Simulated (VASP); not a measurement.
Input for VASP

KPOINTS:
```
Automatic mesh
0
Gamma
5 5 3
0 0 0
```

File POSCAR:
```
WO3
1
    2.7027499277    -2.7146217674    -0.0000000000
    2.7027499277     2.7146217674     0.0000000000
    0.0000000000     0.0000000000     7.4736189437
W O
2 6
Direct
  0.5526019028   0.4473980972   0.7500000000
  0.4473980972   0.5526019028   0.2500000000
  0.5000000000   0.5000000000   0.5000000000
  0.5000000000   0.5000000000   0.0000000000
  0.4858208143   0.0185595332   0.2500000000
  0.5141791857   0.9814404668   0.7500000000
  0.0185595332   0.4858208143   0.7500000000
  0.9814404668   0.5141791857   0.2500000000
```

INCAR:
```
! general
SYSTEM  = WO3
PREC    = Accurate
ENCUT   = 520
LREAL   = .False.
LASPH   = .True.

! electronic loop
EDIFF   = 1E-6
NELM    = 100
ALGO    = Normal
LMAXMIX = 6

! smearing
ISMEAR  = 0
SIGMA   = 0.05

! ions
IBRION  = 2
NSW     = 60
ISIF    = 3
EDIFFG  = -0.02

! output
LWAVE   = .False.
LCHARG  = .False.
```

POTCAR, in this order: W_sv O (LDA.64 set). Program: vasp_std.

Problem. Translate this LDA calculation to Quantum ESPRESSO's pw.x.

Solution. One equivalent input (not run):
```
&CONTROL
  calculation = 'vc-relax'
  pseudo_dir = './pseudo'
  outdir = './out'
  tprnfor = .true.
  tstress = .true.
  nstep = 60
  forc_conv_thr = 0.00078
/
&SYSTEM
  ibrav = 0
  nat = 8
  ntyp = 2
  ecutwfc = 84
  occupations = 'smearing'
  smearing = 'gaussian'
  degauss = 0.003675
  input_dft = 'pz'
/
&ELECTRONS
  conv_thr = 7.3e-08
  electron_maxstep = 100
/
&IONS
/
&CELL
/
ATOMIC_SPECIES
  W 183.840 W.upf
  O 15.999 O.upf
CELL_PARAMETERS angstrom
     2.7027499   -2.7146218   -0.0000000
     2.7027499    2.7146218    0.0000000
     0.0000000    0.0000000    7.4736189
ATOMIC_POSITIONS crystal
  W    0.5526019  0.4473981  0.7500000
  W    0.4473981  0.5526019  0.2500000
  O    0.5000000  0.5000000  0.5000000
  O    0.5000000  0.5000000  0.0000000
  O    0.4858208  0.0185595  0.2500000
  O    0.5141792  0.9814405  0.7500000
  O    0.0185595  0.4858208  0.7500000
  O    0.9814405  0.5141792  0.2500000
K_POINTS automatic
  5 5 3 0 0 0
```
What does not carry over: the potentials are each code's own (VASP's PAW set, PseudoDojo norm-conserving files in pw.x), so ENCUT and ecutwfc are chosen apart and not converted; conv_thr bounds pw.x's estimated SCF error, while EDIFF bounds the energy change between steps; forc_conv_thr acts on force components and is met together with etot_conv_thr.

The structure comes from a computed database's WO3 entry (Cmcm); how it stands against other phases isn't given here. This run relaxes it. Symmetry was kept, so distortions that lower it aren't found. The start is the result of an earlier pass.
